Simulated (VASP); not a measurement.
OSZICAR of a VASP run on NaF (space group Fm-3m):

File OSZICAR:
```
       N       E                     dE             d eps       ncg     rms          rms(c)
DAV:   1    -0.335257569740E+01   -0.33526E+01   -0.75252E+03   232   0.130E+03
DAV:   2    -0.109699365679E+03   -0.10635E+03   -0.10073E+03   229   0.360E+02
DAV:   3    -0.114579382217E+03   -0.48800E+01   -0.48715E+01   238   0.785E+01
DAV:   4    -0.114624899733E+03   -0.45518E-01   -0.45513E-01   250   0.809E+00
DAV:   5    -0.114773336180E+02    0.10315E+03   -0.70671E-01   235   0.174E+01    0.578E+00
DAV:   6    -0.103001584060E+02    0.11772E+01   -0.37526E+00   247   0.178E+01    0.185E+00
DAV:   7    -0.103872863458E+02   -0.87128E-01   -0.32461E-01   226   0.660E+00    0.174E+00
DAV:   8    -0.103699717829E+02    0.17315E-01   -0.19469E-02   244   0.189E+00    0.899E-01
DAV:   9    -0.103665781413E+02    0.33936E-02   -0.12637E-02   238   0.121E+00    0.408E-01
DAV:  10    -0.103661482578E+02    0.42988E-03   -0.85572E-04   235   0.809E-01    0.239E-01
DAV:  11    -0.103660956849E+02    0.52573E-04   -0.52016E-04   232   0.589E-01    0.154E-01
DAV:  12    -0.103662132684E+02   -0.11758E-03   -0.20904E-04   238   0.318E-01    0.980E-02
DAV:  13    -0.103663033908E+02   -0.90122E-04   -0.88588E-05   226   0.174E-01    0.601E-02
DAV:  14    -0.103663555659E+02   -0.52175E-04   -0.31115E-05   235   0.110E-01    0.364E-02
DAV:  15    -0.103663831586E+02   -0.27593E-04   -0.13648E-05   226   0.729E-02    0.226E-02
DAV:  16    -0.103663971168E+02   -0.13958E-04   -0.59140E-06   238   0.470E-02    0.143E-02
DAV:  17    -0.103664039356E+02   -0.68187E-05   -0.26144E-06   232   0.297E-02    0.906E-03
DAV:  18    -0.103664071924E+02   -0.32569E-05   -0.10906E-06   232   0.188E-02    0.578E-03
DAV:  19    -0.103664087106E+02   -0.15182E-05   -0.47229E-07   232   0.119E-02    0.369E-03
DAV:  20    -0.103664094168E+02   -0.70617E-06   -0.21827E-07   232   0.761E-03
   1 F= -.10366409E+02 E0= -.10366409E+02  d E =-.338581E-17
```

Question: Which electronic solver shows in the log?

Answer: It is blocked Davidson (ALGO = Normal, or the opening steps of other solvers). The INCAR had ALGO = Normal.

Question: Can the final energy be trusted as converged?

Answer: The calculation finished and met its thresholds. It stopped with EDIFF = 1E-6, NELM = 100 (HSE06 screened hybrid, plane waves, VASP's PBE PAW potentials (set 64)).

The structure comes from a computed database's NaF entry; how it stands against other phases isn't given here. The cell was not relaxed at this level. The k-mesh is coarse (spacing up to 0.47 per Å, 2π included), so the numbers may not be converged in it. The run is one of a series of settings (KPOINTS 5×5×5 Γ-centred mesh against the base run), some of them coarse on purpose.
